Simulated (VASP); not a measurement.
```
Cd
1.0
    1.48436    -2.57098     0.00000
    1.48436     2.57098     0.00000
    0.00000     0.00000     5.58501
Cd
2
Direct
  0.33333   0.66667   0.25000
  0.66667   0.33333   0.75000
```

All values below come from SCAN meta-GGA, VASP's PBE PAW potentials (set 64) (plane waves; VASP). Settings: 520 eV cut-off, 16×16×8 Γ-centred mesh, tetrahedra with Blöchl corrections, potentials Cd.

Question: Give the energies of bands 11 to 15 at the high-symmetry points, in eV from the Fermi level.

Answer: 
```csv
band,Γ,M,K,A,L,H
11,-8.80,-2.46,0.11,-7.70,-1.67,1.04
12,-3.15,-1.90,0.11,-7.70,-1.67,1.04
13,-3.09,2.13,0.48,4.00,0.25,1.84
14,11.17,3.29,4.59,4.00,0.25,1.84
15,15.21,3.46,5.21,15.53,8.65,1.98
```

It has no gap at this level: it comes out as a metal or semimetal.

The compound is Cd in the hcp structure. It was relaxed first.
